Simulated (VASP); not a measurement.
Energy against volume of InAs (zinc blende). Calculation: LDA (Ceperley-Alder, Perdew-Zunger), VASP's LDA PAW potentials (set 64) (plane waves; VASP 6.6.1).

```tsv
V (Å³/atom)	E (eV/atom)
25.792	-4.49389
26.616	-4.50986
27.439	-4.51477
28.262	-4.51040
29.085	-4.49821
```

Question: Fit a third-order Birch-Murnaghan equation of state.

Answer: 
The volume per atom is 27.44 Å³/atom, the bulk modulus is 60.1 GPa and the pressure derivative of the bulk modulus is 4.78. The lattice constant a is 6.032 Å.

Measured: bulk modulus 58.6 GPa at 0 K (computed value off by +2.6 %), as given by Daniel Mejia-Rodriguez et al., Physical Review B (2018), arXiv:1807.09216 [0 K value with the zero-point phonon effect removed]; a 6.047 Å at 0 K (computed value off by -0.2 %), as given by Daniel Mejia-Rodriguez et al., Physical Review B (2018), arXiv:1807.09216 [static lattice: zero-point anharmonic expansion removed].

The compound is InAs in the zinc blende structure. It was relaxed first.
